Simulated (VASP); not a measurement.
Consider the following.

```yaml
crystal:
  lattice:
    - [2.13118, -3.69132, 0.00000]
    - [2.13118, 3.69132, 0.00000]
    - [0.00000, 0.00000, 6.95162]
  atoms:
    - { symbol: Cd, position: [0.66667, 0.33333, 0.50001] }
    - { symbol: Cd, position: [0.33333, 0.66667, 0.00001] }
    - { symbol: Se, position: [0.66667, 0.33333, 0.87599] }
    - { symbol: Se, position: [0.33333, 0.66667, 0.37599] }
```

The numbers are results of LDA (Ceperley-Alder, Perdew-Zunger), VASP's LDA PAW potentials (set 64) (plane waves; VASP 6.6.1), not measurements. Settings: 520 eV cut-off, Gaussian smearing of 0.050 eV, potentials Cd Se.

Q: Give the energies of bands 13 to 21 at the high-symmetry points, in eV from the valence-band maximum.

A: 
```
band      Γ      M      K      A      L      H
----  -----  -----  -----  -----  -----  -----
13    -4.64  -4.45  -4.02  -2.81  -4.45  -4.34
14    -0.82  -3.85  -4.02  -2.81  -4.45  -4.34
15    -0.82  -2.85  -3.28  -0.43  -1.46  -2.63
16    -0.05  -1.99  -2.02  -0.43  -1.46  -2.63
17     0.00  -1.45  -2.02  -0.43  -1.45  -1.21
18     0.00  -0.81  -1.81  -0.43  -1.45  -1.21
19     0.48   3.10   3.97   2.23   2.75   3.64
20     2.03   3.14   4.78   2.23   2.75   3.64
21     5.71   4.60   4.78   5.72   4.71   5.62
```

The gap is direct, 0.48 eV, from the valence maximum at Γ to the conduction minimum at Γ.

Measured: gap 1.73 eV (computed value off by -1.25 eV), as given by Abedi et al., (2022), arXiv:2211.14644.

The compound is CdSe in the wurtzite structure. It was relaxed first.
